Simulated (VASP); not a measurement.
Here is the system:

```xyz
2
Lattice="0.0000 2.1446 2.1446 2.1446 0.0000 2.1446 2.1446 2.1446 0.0000" Properties=species:S:1:pos:R:3 pbc="T T T"
Mg     0.0000     0.0000     0.0000
O      2.1446     2.1446     2.1446
```

All values below come from RPBE GGA, VASP's PBE PAW potentials (set 64) (plane waves; VASP). Settings: 520 eV cut-off, 10×10×10 Γ-centred mesh, Gaussian smearing of 0.050 eV, potentials Mg O.

Problem. Predict the energy per atom (σ→0), band gap (on the k-mesh) with the smallest direct gap where there is one.

Solution. 
band gap (on the k-mesh): 4.32 eV
smallest direct gap (on the k-mesh): 4.32 eV
energy per atom (σ→0): -5.623 eV/atom

Total energies compare only between runs with the same potentials, cut-off and functional.

The compound is MgO in the rock salt structure. It was relaxed first, which changed the volume by +6 %. The start is the result of an earlier pass.
